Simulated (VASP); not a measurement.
Here is a VASP 6.6.1 calculation.

POSCAR

```
Be4TeSe3
1.0
   -2.6541400000      2.6541400000      5.3014100000
    2.6541400000     -2.6541400000      5.3014100000
    2.6541400000      2.6541400000     -5.3014100000
Be Te Se
4 1 3
Direct
    0.3666420000      0.8933660000      0.0000000000
    0.8933660000      0.3666420000      0.0000000000
    0.6333580000      0.6333580000      0.5267240000
    0.1066340000      0.1066340000      0.4732760000
    0.5000000000      0.5000000000      0.0000000000
    0.7500000000      0.2500000000      0.5000000000
    0.2500000000      0.7500000000      0.5000000000
    0.0000000000      0.0000000000      0.0000000000
```

INCAR.step1

```
SYSTEM = Be4TeSe3
PREC     = Accurate       ! precision mode
ENCUT    = 520            ! plane-wave cutoff, eV
EDIFF    = 1E-8           ! SCF threshold, eV
ISMEAR   = 0              ! smearing method
SIGMA    = 0.03           ! smearing width, eV
LREAL    = .False.        ! projectors in reciprocal space
LASPH    = .True.         ! aspherical terms in the spheres
NELM     = 100            ! most SCF steps
ALGO     = Normal         ! electronic algorithm
ISIF     = 3              ! what is computed and relaxed
LWAVE    = .False.        ! write WAVECAR
LCHARG   = .False.        ! write CHGCAR
GGA      = PE             ! functional
KPAR     = 4            
IBRION   = 2              ! ionic algorithm
NSW      = 40             ! ionic steps
EDIFFG   = -0.002         ! ionic threshold
```

File INCAR.step2:

```
SYSTEM = Be4TeSe3
PREC     = Accurate       ! precision mode
ENCUT    = 520            ! plane-wave cutoff, eV
EDIFF    = 1E-8           ! SCF threshold, eV
ISMEAR   = 0              ! smearing method
SIGMA    = 0.03           ! smearing width, eV
LREAL    = .False.        ! projectors in reciprocal space
LASPH    = .True.         ! aspherical terms in the spheres
NELM     = 100            ! most SCF steps
ALGO     = Normal         ! electronic algorithm
ISIF     = 2              ! what is computed and relaxed
LWAVE    = .False.        ! write WAVECAR
LCHARG   = .False.        ! write CHGCAR
GGA      = PE             ! functional
KPAR     = 4            
IBRION   = 6              ! ionic algorithm
NFREE    = 2            
POTIM    = 0.015          ! step
NSW      = 1              ! ionic steps
```

File KPOINTS:

```
regular mesh
0
Gamma
  6 6 6
  0 0 0
```

Potentials or basis: VASP PAW PBE potentials, release 64 (Be, Te, Se).

The run is started by

```sh
$ cat potpaw_PBE.64/Be/POTCAR potpaw_PBE.64/Te/POTCAR potpaw_PBE.64/Se/POTCAR > POTCAR
$ cp INCAR.step1 INCAR
$ mpirun -np 4 vasp_std > vasp.out
$ cp CONTCAR POSCAR
$ cp INCAR.step2 INCAR
$ mpirun -np 4 vasp_std > vasp.out
```

Task: What does it give for the highest phonon frequency at Γ, LO-TO splitting left out?

Result: 574 cm⁻¹.

Phonon frequencies in cm⁻¹ (negative: imaginary):
```
              q point                                                                                frequencies
(0.000, 0.000, 0.000)  0 0 0 125 125 138 158 159 159 182 182 202 422 422 432 432 443 473 484 484 485 490 515 574
```

Spin-orbit coupling is left out, which matters for the levels of Te.
